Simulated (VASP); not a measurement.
An input for Quantum ESPRESSO's pw.x (written as the equivalent of a VASP run, and not itself run):

```
&CONTROL
  calculation = 'scf'
  pseudo_dir = './pseudo'
  outdir = './out'
  tprnfor = .true.
  tstress = .true.
/
&SYSTEM
  ibrav = 0
  nat = 1
  ntyp = 1
  ecutwfc = 76
  occupations = 'smearing'
  smearing = 'methfessel-paxton'
  degauss = 0.00735
  input_dft = 'vdw-df-cx'
/
&ELECTRONS
  conv_thr = 7.3e-09
  electron_maxstep = 100
/
ATOMIC_SPECIES
  Au 196.967 Au.upf
CELL_PARAMETERS angstrom
     0.0000000    2.0467811    2.0467811
     2.0467811    0.0000000    2.0467811
     2.0467811    2.0467811    0.0000000
ATOMIC_POSITIONS crystal
  Au   0.0000000  0.0000000  0.0000000
K_POINTS automatic
  15 15 15 0 0 0
```

Q: Translate this input to VASP (INCAR, KPOINTS, POSCAR, choice of POTCAR).

A: One answer among several that fit: 
**INCAR**
```
SYSTEM = Au
PREC = Accurate
ENCUT = 520
EDIFF = 1E-7
NELM = 100
ALGO = Normal
LREAL = .FALSE.
LASPH = .TRUE.
ISMEAR = 1
SIGMA = 0.1
GGA = CX
LUSE_VDW = .TRUE.
AGGAC = 0.0
LMAXMIX = 6
LWAVE = .FALSE.
LCHARG = .FALSE.
ISIF = 2
```

**KPOINTS**
```
Automatic mesh
0
Gamma
15 15 15
0 0 0
```

**POSCAR**
```
Au
2.8945860
  0.0000000000   0.7071066806   0.7071066806
  0.7071066806   0.0000000000   0.7071066806
  0.7071066806   0.7071066806   0.0000000000
Au
1
Direct
  0.0000000000   0.0000000000   0.0000000000
```

POTCAR, in this order: Au (PBE.64 set). Program: vasp_std.

Limits of the translation: the potentials are each code's own (VASP's PAW set, PseudoDojo norm-conserving files in pw.x), so ENCUT and ecutwfc are chosen apart and not converted; conv_thr bounds pw.x's estimated SCF error, while EDIFF bounds the energy change between steps.

The compound is Au in the fcc structure. It was relaxed first.
